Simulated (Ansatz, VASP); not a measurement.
**Cross-check of Fe between VASP and Ansatz**

Aim: how closely do two programs agree when they are given the same cell, functional and k mesh? The cell is taken from a series of VASP runs on this material, whose earlier steps may have relaxed, scaled or displaced it; both programs get it as it stands.

Calculated with Ansatz 0.2.0; plane waves, with VASP 6.6.1 beside it; relaxation of cell and atoms at LDA.

### Step 1. Starting point

Symmetry: Im-3m, No. 229, cubic system. The conventional cell has a = 2.748 Å, b = 2.748 Å, c = 2.748 Å, α = 90.00°, β = 90.00°, γ = 90.00°. Fe has 8 Fe at 2.38 Å nearest.

Structure file:

```xyz
1
Lattice="-1.3738 1.3738 1.3738 1.3738 -1.3738 1.3738 1.3738 1.3738 -1.3738" Properties=species:S:1:pos:R:3 pbc="T T T"
Fe    0.0000    0.0000    0.0000
```

### Step 2. VASP: relaxation of cell and atoms, LDA

The relaxed volume is the usual yardstick between codes: its relative difference is about their pressure difference at one cell divided by the bulk modulus.

Lines of VASP's logs that name or quote its potential files are left out, and so is its time.

Contents of INCAR:

```
SYSTEM = Fe
PREC = Accurate
ENCUT = 520
EDIFF = 1E-07
NELM = 100
ISMEAR = 1
SIGMA = 0.15
LREAL = .FALSE.
ALGO = Normal
GGA = CA
NBANDS = 12
ISPIN = 2
MAGMOM = 3
LASPH = .TRUE.
LMAXMIX = 4
LORBIT = 11
LWAVE = .FALSE.
LCHARG = .FALSE.
KPAR = 4
IBRION = 2
NSW = 50
ISIF = 3
EDIFFG = -0.005
```

Contents of POSCAR:

```
Fe
1.0
   -1.3737622697      1.3737622697      1.3737622697
    1.3737622697     -1.3737622697      1.3737622697
    1.3737622697      1.3737622697     -1.3737622697
Fe
1
Direct
    0.0000000000      0.0000000000      0.0000000000
```

Contents of KPOINTS:

```
Automatic mesh
0
Gamma
24 24 24
0 0 0
```

Potentials, in the order of the species: Fe (LDA family, release 64).

Launch:

```
> mpirun -np 4 vasp_std
```

Numbers of over 12 decimals in the logs are rounded to 6 here.

The program printed:

```text
[banner, memory and clock lines left out]
running    4 mpi-ranks, on    1 nodes
 distrk:  each k-point on    1 cores,    4 groups
 distr:  one band on    1 cores,    1 groups

 POSCAR found type information on POSCAR Fe
 POSCAR found :  1 types and       1 ions
 LDA part: xc-table for (Slater(with rela. corr.)+CA(PZ))
 , standard interpolation
 POSCAR, INCAR and KPOINTS ok, starting setup
 FFT: planning ... GRIDC
 FFT: planning ... GRID_SOFT
 FFT: planning ... GRID
 WAVECAR not read
 entering main loop
       N       E                     dE             d eps       ncg     rms          rms(c)
DAV:   1     0.199899802828E+02    0.19990E+02   -0.39650E+03 21624   0.862E+02
DAV:   2    -0.944469530754E+01   -0.29435E+02   -0.27097E+02 20620   0.137E+02
DAV:   3    -0.102345003346E+02   -0.78981E+00   -0.78487E+00 22956   0.252E+01
DAV:   4    -0.102375036501E+02   -0.30033E-02   -0.30030E-02 22140   0.139E+00
DAV:   5    -0.102375221617E+02   -0.18512E-04   -0.18512E-04 22860   0.112E-01    0.132E+01
DAV:   6    -0.929868248450E+01    0.93884E+00   -0.90748E+00 22660   0.434E+01    0.444E+00
DAV:   7    -0.924515405866E+01    0.53528E-01   -0.39383E-01 23276   0.911E+00    0.292E+00
DAV:   8    -0.923337152521E+01    0.11783E-01   -0.41330E-03 24552   0.453E-01    0.127E+00
DAV:   9    -0.922436231881E+01    0.90092E-02   -0.56330E-03 27464   0.440E-01    0.227E-01
DAV:  10    -0.922418557300E+01    0.17675E-03   -0.12870E-04 23644   0.189E-01    0.688E-02
DAV:  11    -0.922420055579E+01   -0.14983E-04   -0.52059E-05 26976   0.866E-02    0.247E-02
DAV:  12    -0.922420222129E+01   -0.16655E-05   -0.94720E-07 21896   0.137E-02    0.112E-02
DAV:  13    -0.922420345473E+01   -0.12334E-05   -0.10984E-06 19828   0.803E-03    0.956E-03
DAV:  14    -0.922420308986E+01    0.36487E-06   -0.27706E-07 17320   0.597E-03    0.146E-03
DAV:  15    -0.922420307628E+01    0.13579E-07   -0.45381E-09 10348   0.869E-04
   1 F= -.92242031E+01 E0= -.92242483E+01  d E =-.922420E+01  mag=     1.9659
 curvature:   0.00 expect dE= 0.000E+00 dE for cont linesearch  0.000E+00
 trial: gam= 0.00000 g(F)=  0.498E-63 g(S)=  0.120E-05 ort = 0.000E+00 (trialstep = 0.100E+01)
 search vector abs. value=  0.120E-05
 reached required accuracy - stopping structural energy minimisation
```

OUTCAR, selected parts (step 2):

```text
ion  position               nearest neighbor table
   1  0.000  0.000  0.000-

  LATTYP: Found a body centered cubic cell.
 ALAT       =     2.7475245394

 Subroutine GETGRP returns: Found 48 space group operations
 (whereof 48 operations were pure point group operations)

The static configuration has the point symmetry O_h .

 Found    413 irreducible k-points:

   k-points           NKPTS =    413   k-points in BZ     NKDIM =    413   number of bands    NBANDS=     12

   dimension x,y,z NGX =    18 NGY =   18 NGZ =   18
   dimension x,y,z NGXF=    36 NGYF=   36 NGZF=   36

   ENCUT  =  520.0 eV  38.22 Ry    6.18 a.u.   4.42  4.42  4.42*2*pi/ulx,y,z

   NELECT =       8.0000    total number of electrons

 k-points in reciprocal lattice and weights: Automatic mesh
   0.00000000  0.00000000  0.00000000       0.000
   0.04166667  0.00000000  0.00000000       0.001
   0.08333333  0.00000000  0.00000000       0.001
   0.12500000  0.00000000  0.00000000       0.001
   0.16666667  0.00000000  0.00000000       0.001
   0.20833333  0.00000000  0.00000000       0.001
   0.25000000  0.00000000  0.00000000       0.001
   0.29166667  0.00000000  0.00000000       0.001
   0.33333333  0.00000000  0.00000000       0.001
[...]
0.50000000  0.50000000  0.45833333       0.001
   0.50000000  0.50000000  0.50000000       0.000

 average (electrostatic) potential at core
       1 -43.0392

 E-fermi :   6.7643

 spin component 1
 k-point     1 :       0.0000    0.0000    0.0000
  band No.  band energies     occupation
    ...
      2       4.2358      1.00000
      3       4.2358      1.00000
      4       4.2358      1.00000
      5       5.7932      1.00000
      6       5.7932      1.00000
      7      32.4492      0.00000
      8      32.4492      0.00000
      9      32.4492      0.00000
     10      38.2153      0.00000
     11      38.2153      0.00000
    ...

 k-point     2 :       0.0417    0.0000    0.0000
  band No.  band energies     occupation
    ...
      2       4.2123      1.00000
      3       4.2341      1.00000
      4       4.2808      1.00000
      5       5.7684      1.00000
      6       5.7951      1.00000
      7      31.9834      0.00000
      8      32.3603      0.00000
      9      32.4171      0.00000
     10      37.9044      0.00000
     11      38.5318      0.00000
    ...

 k-point     3 :       0.0833    0.0000    0.0000
  band No.  band energies     occupation
    ...
      2       4.1438      1.00000
      3       4.2252      1.00000
      4       4.4141      1.00000
      5       5.7030      1.00000
      6       5.8008      1.00000
      7      30.8009      0.00000
      8      32.0500      0.00000
      9      32.3292      0.00000
     10      37.4382      0.00000
     11      38.1840      0.00000
    ...

 k-point     4 :       0.1250    0.0000    0.0000
  band No.  band energies     occupation
    ...
      2       4.0362      1.00000
      3       4.1993      1.00000
      4       4.6300      1.00000
      5       5.6225      1.00000
      6       5.8113      1.00000
      7      29.2082      0.00000
      8      31.4606      0.00000
      9      32.2055      0.00000
     10      36.6716      0.00000
     11      37.2978      0.00000
    ...

 k-point     5 :       0.1667    0.0000    0.0000
  band No.  band energies     occupation
    ...
      2       3.8981      1.00000
      3       4.1495      1.00000
      4       4.9192      1.00000
      5       5.5600      1.00000
      6       5.8273      1.00000
      7      27.3887      0.00000
      8      30.6392      0.00000
      9      32.0679      0.00000
     10      35.2074      0.00000
     11      36.7755      0.00000
    ...

 k-point     6 :       0.2083    0.0000    0.0000
  band No.  band energies     occupation
    ...
      2       3.7404      1.00000
      3       4.0905      1.00000
      4       5.2682      1.00000
      5       5.5406      1.00000
      6       5.8493      1.00000
      7      25.4532      0.00000
      8      29.7085      0.00000
      9      31.9327      0.00000
     10      33.8116      0.00000
     11      36.2611      0.00000
    ...

  Total        0.0028782      0.0028782      0.0028782     -0.0000000      0.0000000      0.0000000
  in kB        0.4446742      0.4446742      0.4446742     -0.0000000      0.0000000      0.0000000
  external PRESSURE =       0.4446742 kB  Pullay stress =       0.0000000 kB

  energy-cutoff  :      520.00
  volume of cell :       10.37
      direct lattice vectors                 reciprocal lattice vectors
    -1.373762270  1.373762270  1.373762270     0.000000000  0.363963992  0.363963992
     1.373762270 -1.373762270  1.373762270     0.363963992  0.000000000  0.363963992
     1.373762270  1.373762270 -1.373762270     0.363963992  0.363963992  0.000000000

 POSITION                                       TOTAL-FORCE (eV/Angst)
 -----------------------------------------------------------------------------------
      0.00000      0.00000      0.00000         0.000000     -0.000000      0.000000
 -----------------------------------------------------------------------------------
    total drift:                                0.000000      0.000000      0.000000

  FREE ENERGIE OF THE ION-ELECTRON SYSTEM (eV)
  ---------------------------------------------------
  free  energy   TOTEN  =        -9.2242030763 eV

  energy  without entropy=       -9.2243388956  energy(sigma->0) =       -9.22424835

 reached required accuracy - stopping structural energy minimisation

 total charge
# of ion       s       p       d       tot
------------------------------------------
    1        0.528   0.620   6.336   7.484

 magnetization (x)
# of ion       s       p       d       tot
------------------------------------------
    1       -0.009  -0.033   1.975   1.933

[... 6 further parts left out ...]
```

CONTCAR:

```
Fe
   1.00000000000000
    -1.3737622697000000    1.3737622697000000    1.3737622697000000
     1.3737622697000000   -1.3737622697000000    1.3737622697000000
     1.3737622697000000    1.3737622697000000   -1.3737622697000000
  Fe
     1
Direct
     0.0000000000000000    0.0000000000000000    0.0000000000000000
```

The cell holds one magnetic atom, so no antiferromagnetic order fits into it. The run keeps the 48 symmetry operations of its start, so it cannot find a distortion of lower symmetry.

(Part 1 of 2 ends here.)

[Lines on the potential files, build, host, timing and source positions are cut from VASP's logs without a mark.]

[Logs are printed without paths, hosts, clocks, repeated set-up lines and the standing remarks that a program may print on its own settings, such as how far it seeks lower states.]

[Hosts, paths, dates, database ids (printed as entryN), source tags and the programs' standing remarks are cut or masked in the printed files.]
